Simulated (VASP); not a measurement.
Method: PBE GGA with D3 dispersion (zero damping), VASP's PBE PAW potentials (set 64) (plane waves; VASP).

The input files of a VASP run:

**KPOINTS**
```
Regular mesh
0
Gamma
 8 8 8
0 0 0
```

**POSCAR**
```
InP
4.2659770
  0.0000000000   0.7071068549   0.7071068549
  0.7071068549   0.0000000000   0.7071068549
  0.7071068549   0.7071068549   0.0000000000
In P
1 1
Direct
  0.0000000000   0.0000000000   0.0000000000
  0.2500000000   0.2500000000   0.2500000000
```

**INCAR**
```
# general
SYSTEM   =  InP
PREC     =  Accurate
ENCUT    =  520
LREAL    =  .FALSE.
LASPH    =  .TRUE.

# electronic loop
EDIFF    =  1E-7
NELM     =  100
ALGO     =  Normal   # blocked Davidson
LMAXMIX  =  4   # l cut-off of mixed one-centre charges

# smearing
ISMEAR   =  0
SIGMA    =  0.05   # width (eV)

# functional
GGA      =  PE   # PBE
IVDW     =  11

# ions
ISIF     =  2   # forces and stress, cell fixed

# output
LWAVE    =  .FALSE.
LCHARG   =  .FALSE.
```

POTCAR, in this order: In_d P (PBE.64 set). Program: vasp_std.

Output

**OSZICAR**
```
       N       E                     dE             d eps       ncg     rms          rms(c)
DAV:   1     0.111313884423E+03    0.11131E+03   -0.85851E+03   754   0.149E+03
DAV:   2    -0.443539940875E+00   -0.11176E+03   -0.10837E+03   789   0.319E+02
DAV:   3    -0.855287029801E+01   -0.81093E+01   -0.80582E+01   987   0.904E+01
DAV:   4    -0.877042100999E+01   -0.21755E+00   -0.21744E+00   882   0.171E+01
DAV:   5    -0.878154174562E+01   -0.11121E-01   -0.11120E-01  1175   0.325E+00    0.497E+00
DAV:   6    -0.841116656457E+01    0.37038E+00   -0.75473E-01  1079   0.145E+01    0.306E+00
DAV:   7    -0.839165916286E+01    0.19507E-01   -0.17136E-01  1024   0.328E+00    0.116E+00
DAV:   8    -0.839225170377E+01   -0.59254E-03   -0.13571E-02   952   0.164E+00    0.295E-01
DAV:   9    -0.839305785221E+01   -0.80615E-03   -0.22803E-03   937   0.671E-01    0.182E-01
DAV:  10    -0.839310172308E+01   -0.43871E-04   -0.18395E-04   982   0.116E-01    0.128E-01
DAV:  11    -0.839316683525E+01   -0.65112E-04   -0.50805E-05   844   0.505E-02    0.435E-02
DAV:  12    -0.839318348293E+01   -0.16648E-04   -0.43646E-05   862   0.105E-01    0.188E-02
DAV:  13    -0.839318383363E+01   -0.35071E-06   -0.21623E-06   909   0.139E-02    0.158E-02
DAV:  14    -0.839318419276E+01   -0.35913E-06   -0.95586E-07   829   0.842E-03    0.505E-03
DAV:  15    -0.839318427661E+01   -0.83847E-07   -0.55690E-08   687   0.235E-03
   1 F= -.87547768E+01 E0= -.87547765E+01  d E =-.651043E-06
```

**OUTCAR**
```
------------------------ aborting loop because EDIFF is reached ----------------------------------------
 Edisp (eV)   -0.36159
  FORCE on cell =-STRESS in cart. coord.  units (eV):
  Direction    XX          YY          ZZ          XY          YZ          ZX
  --------------------------------------------------------------------------------------
  Total      -1.08046    -1.08046    -1.08046    -0.00000     0.00000    -0.00000
  in kB     -31.53387   -31.53387   -31.53387    -0.00000     0.00000    -0.00000
  external pressure =      -31.53 kB  Pullay stress =        0.00 kB
  volume of cell :       54.90
      direct lattice vectors                 reciprocal lattice vectors
     0.000000000  3.016501579  3.016501579    -0.165754927  0.165754927  0.165754927
     3.016501579  0.000000000  3.016501579     0.165754927 -0.165754927  0.165754927
     3.016501579  3.016501579  0.000000000     0.165754927  0.165754927 -0.165754927
  FREE ENERGIE OF THE ION-ELECTRON SYSTEM (eV)
  ---------------------------------------------------
  free  energy   TOTEN  =        -8.7547767978 eV

  energy  without entropy=       -8.7547761468  energy(sigma->0) =       -8.75477647
```
(Selected blocks of OUTCAR.)

The compound is InP in the zinc blende structure. This cell is one point of a volume scan, at 1.06 of the reference volume.
